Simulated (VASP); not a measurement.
A run of VASP 6.6.1 is set up as follows.

The input INCAR:

```
SYSTEM = MnRuN2
  ALGO = Fast
  EDIFF = 1E-4
  EDIFFG = -0.08
  ENCUT = 520
  GGA = PE
  IBRION = 2
  ISIF = 3
  ISMEAR = 0
  ISPIN = 2
  LASPH = .TRUE.
  LCHARG = .FALSE.
  LMAXMIX = 4
  LORBIT = 11
  LREAL = .FALSE.
  LWAVE = .FALSE.
  MAGMOM = 4 1 0 0
  NELM = 60
  NSW = 24
  PREC = Normal
  SIGMA = 0.15
```

File KPOINTS:

```
k-points
0
G
  6 6 3
  0 0 0
```

POSCAR

```
MnRuN2
1.0
    3.1038441100      0.0000000000      0.0000000000
   -1.5519220500      2.6880078500      0.0000000000
    0.0000000000      0.0000000000      6.4887111800
Mn Ru N
1 1 2
Direct
    0.0000000000      0.0000000000      0.0000000000
    0.3333333300      0.6666666700      0.5000000000
    0.3333333300      0.6666666700      0.8514572900
    0.3333333300      0.6666666700      0.1485427100
```

Potentials or basis: VASP PAW PBE potentials, release 64 (Mn_pv, Ru_pv, N).

Command:

```sh
$ cat potpaw_PBE.64/Mn_pv/POTCAR potpaw_PBE.64/Ru_pv/POTCAR potpaw_PBE.64/N/POTCAR > POTCAR
$ mpirun -np 1 vasp_std > vasp.out
```

(1) Estimate the site moments.

(2) Estimate the band gap on the k mesh.

Results:

(1) Mn +0.03; Ru +0.07; N -0.00 μB.

(2) none (metal or under the smearing width).

Caveat: the k mesh is coarse (spacing up to 0.39 Å⁻¹), so the values aren't converged.
